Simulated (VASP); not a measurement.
Consider the following.

```yaml
crystal:
  lattice:
    - [2.97354, 0.00000, 0.00000]
    - [0.00000, 2.97354, 0.00000]
    - [0.00000, 0.00000, 2.97354]
  atoms:
    - { symbol: Al, position: [0.50000, 0.50000, 0.50000] }
    - { symbol: Ru, position: [0.00000, 0.00000, 0.00000] }
```

These are AM05 GGA, VASP's PBE PAW potentials (set 64) (plane waves; VASP) values and carry that method's errors. Numerical set-up: 520 eV cut-off, 14×14×14 Γ-centred mesh, tetrahedra with Blöchl corrections, potentials Al Ru_pv.

**Question.** What does the run give for the energy per atom (σ→0), band gap (on the k-mesh) with the smallest direct gap where there is one?

**Answer.** 
The band gap (on the k-mesh) is none (metal, semimetal or under 0.01 eV) and the energy per atom (σ→0) comes out as -7.582 eV/atom.

The compound is RuAl in the CsCl type structure. It was relaxed first. The electron count is odd and the run is not spin-polarised, which forces a metal.
